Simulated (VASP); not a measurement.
The cell holds one Tc (hcp) (0 0 0 1) slab, with vacuum along c, ions free to move until forces fall under 0.03 eV/Å, no reconstruction beyond this cell, dipole correction on.

Given:

```
CELL_PARAMETERS angstrom
      2.71992     0.00000     0.00000
     -1.35996     2.35552     0.00000
      0.00000     0.00000    27.95860
ATOMIC_POSITIONS crystal
  Tc 0.66667 0.33333 0.38016
  Tc 0.33333 0.66667 0.30770
  Tc 0.66667 0.33333 0.53736
  Tc 0.33333 0.66667 0.46264
  Tc 0.66667 0.33333 0.69230
  Tc 0.33333 0.66667 0.61984
```

These are PBEsol GGA, VASP's PBE PAW potentials (set 64) (plane waves; VASP) values and carry that method's errors. Numerical set-up: 400 eV cut-off, 12×12×1 Γ-centred mesh, first-order Methfessel-Paxton smearing of 0.10 eV, potentials Tc_pv.

Slab and bulk use different k-meshes, so the surface energy is good to a few per cent at best.

Problem. Predict its surface energy, work function, band gap (on the k-mesh).

Solution. 
| Quantity | Value |
|---|---|
| surface energy | 2.59 J/m² |
| work function | 4.75 eV |
| band gap (on the k-mesh) | none (metal, semimetal or under 0.01 eV) |

The cell is a thin slab with vacuum, built from Tc (hcp): (001) face.
